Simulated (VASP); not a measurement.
Consider the following.

```xyz
2
Lattice="2.8300 0.0000 0.0000 0.0000 2.8300 0.0000 0.0000 0.0000 4.0700" Properties=species:S:1:pos:R:3 pbc="T T T"
Ti     0.0000     0.0000     0.0000
Al     1.4150     1.4150     2.0350
```

These are PBEsol GGA, VASP's PBE PAW potentials (set 64) (plane waves; VASP) values and carry that method's errors. Settings: 300 eV cut-off, 9×9×7 Γ-centred mesh, Fermi-Dirac smearing of 0.10 eV, potentials Ti_sv Al.

At this cut-off the stress carries a Pulay error, which pulls relaxed volumes low.

Give the stress tensor in GPa (positive for a compressed cell).

```
-3.79   0.00   0.00
 0.00  -3.79   0.00
 0.00   0.00  -3.46
```
The pressure is its mean diagonal, -3.68 GPa.

The structure is a typed TiAl crystal (P4/mmm). The cell was not relaxed at this level. The electron count is odd and the run is not spin-polarised, which forces a metal.
